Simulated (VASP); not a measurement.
## PbSe: energy against volume

PbSe (rock salt, Fm-3m, 28.371 Å³/atom and stress up to 0.09 GPa in the relaxed cell, cube axes along x, y and z) under an equal strain ε along all three axes. PBEsol in VASP (plane waves, PAW), 480 eV, 10×10×10 Γ-centred mesh, Gaussian smearing 0.05 eV; ions are relaxed, or left where forces stay under 0.02 eV/Å, within the symmetry of each cell.

Here V stands for volume and E for E less E0.

```
volume (Å³/atom)  E less E0 (meV/atom)  pressure (GPa)
----------------  --------------------  --------------
25.8934                              ?               ?
26.7025                          19.71            3.78
27.1133                          11.25            2.77
27.5283                           5.18            1.83
27.9475                           1.46            0.93
28.3709                           0.00            0.09
28.7986                           0.70           -0.69
29.2306                           3.47           -1.42
29.6669                           8.17           -2.10
30.1074                          14.73           -2.73
```

The 9 complete rows are fitted with the third-order Birch-Murnaghan form, a cubic in V^(-2/3), E against V. With u = V^(-2/3) - 0.1076, the rows have u = 0.0043349, 0.0032014, 0.0020850, 0.0009854, -0.0000977, -0.0011647, -0.0022160, -0.0032517, -0.0042720. Least squares gives E = 0.059 + 522.4·u + 926444·u² - 88424·u³. Residuals (row less fit): -0.015, 0.026, 0.005, -0.013, -0.017, -0.007, 0.018, 0.011, -0.012; standard error 0.020 (degrees of freedom: 5). Its minimum lies at u = -0.0002819, so V0 = (0.1073181)^(-3/2) = 28.44. There d²E/du² = 1853000 and d³E/du³ = -530500, so B0 = (4/9) × 28.44^(-7/3) × 1853000 × 0.160218 = 53.4 GPa (the last factor turns the table's units into GPa), and B0' = 4 + (2/3) × 0.1073181 × (-530500)/1853000 = 4.0. B0' rests on the cubic coefficient alone and has a standard error of 0.1 from these residuals.

Problem. Predict the withheld E at V = 25.8934 from the fit, and compare with the calculation.

Solution. u = 0.0066547, so E = 0.059 + 522.4 × 0.0066547 + 926444 × 0.0066547² - 88424 × 0.0066547³ = 44.537 meV/atom. The calculation gives 44.54 meV/atom, which the fit meets to the printed digits. The row lies outside the fitted rows, so this is an extrapolation. From the scatter of the fitted rows alone, a prediction at this place has a standard error of 0.098 meV/atom, so the miss is 0.0 times that.

This level leaves no gap over 0.05 eV at strain -1.50 %. Spin-orbit coupling is left out, which can shift these values for the heavy elements here. Other structures, which can take over under pressure, weren't tried. The same form fitted to the pressure column gives B0' = 4.1; series where the two differ by over 0.4 aren't shown. Rows are the converged runs of the series near zero and its far end, less any whose ions stayed unrelaxed beside relaxed ones; series whose fitted rows scatter by over a few per cent of the range, as at a crossing or softening among them, aren't shown in this form.
